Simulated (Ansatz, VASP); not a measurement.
# Zn40Se11S29 in two plane-wave programs, part 2 of 2

One calculation is typed for both programs; each brings its own data sets. How far apart do they land? The structure shown is frame 19 of Ansatz's trajectory.

VASP 6.6.1 and Ansatz 0.2.0.

So far: The starting structure; Ansatz: dynamics, LDA.

## (3) VASP: single point, LDA

Level of this step: LDA; plane waves and PAW (Zn, S, Se) (VASP).

The same cell, functional (in two slightly different forms), mesh and smearing now go to VASP, with its own data sets.

Lines of VASP's logs that name or quote its potential files are left out, and so is its time.

The input, INCAR:

```
SYSTEM = Zn40Se11S29
PREC = Accurate
ENCUT = 400
EDIFF = 1E-06
NELM = 120
ISMEAR = 0
SIGMA = 0.05
LREAL = Auto
ALGO = Normal
GGA = CA
NBANDS = 424
LORBIT = 11
LWAVE = .FALSE.
LCHARG = .FALSE.
ISIF = 2
LASPH = .TRUE.
GGA_COMPAT = .FALSE.
EFERMI = MIDGAP
NCORE = 2
```

The input, POSCAR:

```
Zn40Se11S29
1.0
   11.8432000000      0.0000000000      0.0000000000
    0.0000000000     11.8432000000      0.0000000000
    0.0000000000      0.0000000000     11.8432000000
Zn S Se
40 29 11
Direct
    0.4612266955      0.5090178330      0.1748091732
    0.4664364361      0.0117451364      0.1541559714
    0.3632042016      0.7491303026      0.3649182653
    0.1660953121      0.5023895569      0.2673095109
    0.9623412591      0.5007430424      0.6561740070
    0.1719214402      0.0114918265      0.2700283707
    0.6603029587      0.2543991489      0.2574388679
    0.5704623750      0.7467323021      0.9512125101
    0.5473182924      0.2535547825      0.9437060929
    0.4513222778      0.2528708457      0.6606322616
    0.3666914347      0.5081734666      0.8504964874
    0.5695673467      0.9955248581      0.4481474601
    0.2606896785      0.4898000540      0.5437635099
    0.5609548095      0.4895805188      0.4505032424
    0.0758747636      0.4940387733      0.9587949203
    0.7886804242      0.9991640773      0.0563952310
    0.2652999189      0.7534281275      0.0658436909
    0.9676269927      0.2472980276      0.1724533910
    0.1684426506      0.2580974737      0.7475344501
    0.8744427182      0.9990374223      0.3656613078
    0.2513847609      0.2454235342      0.0555002026
    0.0543096460      0.2454235342      0.4587527020
    0.7547706701      0.7417758714      0.5496909619
    0.6596527965      0.5046186841      0.7630201297
    0.1686199676      0.7470531613      0.7455586328
    0.8581042286      0.7429495407      0.8377296677
    0.0787371656      0.0133325453      0.9528505809
    0.8574625101      0.2496706971      0.8564999325
    0.8645383005      0.4993836125      0.3631450959
    0.2734227236      0.0024571062      0.5493447717
    0.9679394083      0.9957612807      0.6525094569
    0.7629863550      0.4991134153      0.0604566333
    0.6737368279      0.7480157390      0.2570589030
    0.7580552553      0.2504475142      0.5729110376
    0.9651276682      0.7401462443      0.1638746285
    0.3583068765      0.2624037422      0.3437922183
    0.0599246825      0.7336192921      0.4412152121
    0.6490222237      0.9838726020      0.7656038908
    0.3573696298      0.0079201567      0.8472625642
    0.4642241962      0.7498649014      0.6493346393
    0.2229465009      0.8845160092      0.8987182518
    0.2127043367      0.3719518373      0.8956532018
    0.5189982437      0.6241978519      0.3188749662
    0.7234362335      0.8764016482      0.4078036342
    0.7093944204      0.3724415698      0.4187550662
    0.8094856120      0.6178819914      0.2194001621
    0.5076330721      0.3832494596      0.7975884896
    0.4013273440      0.1304208322      0.0040867333
    0.6154586598      0.6229397460      0.6044481221
    0.3182248041      0.6256332748      0.7030194542
    0.0136956228      0.1253715212      0.7976138206
    0.5070589030      0.1276175358      0.3054073223
    0.2183362605      0.6231423939      0.4024419076
    0.8189762902      0.1199169143      0.2112435828
    0.1199422453      0.6253461902      0.1056386787
    0.0182720886      0.8783943529      0.2985510673
    0.8135723453      0.3784703459      0.7098334909
    0.4067566198      0.3801421913      0.5053870576
    0.9138155228      0.6237672251      0.5054630505
    0.1129677790      0.1337223048      0.1113381519
    0.9083440286      0.1252364226      0.5005910565
    0.3079066469      0.1283014726      0.6988482842
    0.4197936369      0.8746115915      0.5003630775
    0.3012952580      0.3664212375      0.2026985950
    0.7064560254      0.6134321805      0.9103789516
    0.1132295326      0.3739867603      0.6000658606
    0.2189610916      0.1388138341      0.4137479735
    0.5097608754      0.8670460686      0.8035243853
    0.0146075385      0.3849888544      0.3109294785
    0.4155295866      0.6271278033      0.0070420157
    0.8059814915      0.8751519859      0.6999966225
    0.9123801000      0.3780228317      0.0078863821
    0.0247821535      0.6251857606      0.8072733721
    0.6062803972      0.3708794920      0.1029367063
    0.6089570386      0.1187348014      0.6138881383
    0.9296642799      0.8823375439      0.0032254796
    0.7102725615      0.1288334234      0.9123125507
    0.6257345988      0.8879019184      0.1083490948
    0.3198713186      0.8758950284      0.2104920967
    0.1141330046      0.8657035261      0.5848757093
```

The input, KPOINTS:

```
Automatic mesh
0
Gamma
1 1 1
0 0 0
```

PAW data sets: Zn, S and Se (LDA family, release 64).

Started as:

```bash
mpirun -np 8 vasp_gam
```

Numbers of over 12 decimals in the logs are rounded to 6 here.

The program printed:

```text
[banner, memory and clock lines left out]
running    8 mpi-ranks, on    1 nodes
[...]
LDA part: xc-table for (Slater(with rela. corr.)+CA(PZ))
 , standard interpolation
 POSCAR, INCAR and KPOINTS ok, starting setup
[...]
entering main loop
       N       E                     dE             d eps       ncg     rms          rms(c)
DAV:   1     0.864658219039E+04    0.86466E+04   -0.28893E+05   848   0.193E+03
DAV:   2     0.173113066829E+04   -0.69155E+04   -0.67406E+04   848   0.527E+02
DAV:   3    -0.945337798585E+02   -0.18257E+04   -0.17123E+04   920   0.216E+02
DAV:   4    -0.319184013016E+03   -0.22465E+03   -0.22118E+03   952   0.778E+01
[...]
DAV:  19    -0.311638564984E+03    0.31135E-05   -0.56076E-06   720   0.198E-02    0.226E-02
DAV:  20    -0.311638562204E+03    0.27804E-05   -0.12211E-05  1080   0.316E-02    0.911E-03
DAV:  21    -0.311638562458E+03   -0.25450E-06   -0.51445E-06   704   0.890E-03
   1 F= -.31163856E+03 E0= -.31163856E+03  d E =-.319946E-70
```

From OUTCAR (step 3):

```text
  FREE ENERGIE OF THE ION-ELECTRON SYSTEM (eV)
  ---------------------------------------------------
  free  energy   TOTEN  =      -311.6385624584 eV

  energy  without entropy=     -311.6385624584  energy(sigma->0) =     -311.63856246
```

The run ends at a pressure of -4.68 GPa, with forces up to 1.6 eV/Å.

## (4) Side by side

Known differences besides the potentials themselves: the two LDA forms differ slightly; the data sets hold 830 valence electrons in Ansatz (on its default PAW (the set named soft_2) files) and 720 in VASP; the cutoff is 420 eV in Ansatz and 400 eV in VASP (PREC = Accurate, projectors in real space); VASP's log shows a relativistic correction to its local exchange, Ansatz's none. Total energies have different zeros and are not compared.

Forces on 8 of the 80 atoms, those with the largest forces and the largest differences (eV/Å; atoms numbered as in POSCAR):

```
atom         Ansatz x, y, z           VASP x, y, z
Zn16   -0.728, 0.891, 0.492   -0.743, 0.913, 0.503
Zn26   0.137, -0.155, 0.929   0.135, -0.164, 0.952
Zn36   0.408, -0.645, 0.918   0.415, -0.649, 0.926
 S58  0.646, -0.771, -0.350  0.651, -0.779, -0.350
 S61    0.224, 0.349, 1.040    0.220, 0.355, 1.050
 S64   0.306, 1.383, -0.370   0.306, 1.395, -0.379
 S65   0.809, 0.898, -0.024   0.817, 0.904, -0.021
Se76  0.294, -1.453, -0.382  0.307, -1.483, -0.400
```

The forces differ by 7.1 meV/Å r.m.s., which is 1.7 % of the r.m.s. force of 0.420 eV/Å (both taken over all components).

## (5) Results

```
r.m.s. force difference (single point, LDA) : 1.7 % of the r.m.s. force
```

What this shows: The r.m.s. force difference is 1.7 % of the r.m.s. force (single point, LDA), within the 3 % picked in this series as the mark of a large difference. The data sets hold unlike numbers of valence electrons (830 in Ansatz and 720 in VASP), so part of the differences comes from the potentials. 2 further runs of this series are not shown here. How closely two codes agree says nothing of how well the functional describes the real material.

[Lines on the potential files, build, host, timing and source positions are cut from VASP's logs without a mark.]

[Logs are printed without paths, hosts, clocks, repeated set-up lines and the standing remarks that a program may print on its own settings, such as how far it seeks lower states.]

[Hosts, paths, dates, database ids (printed as entryN), source tags and the programs' standing remarks are cut or masked in the printed files.]
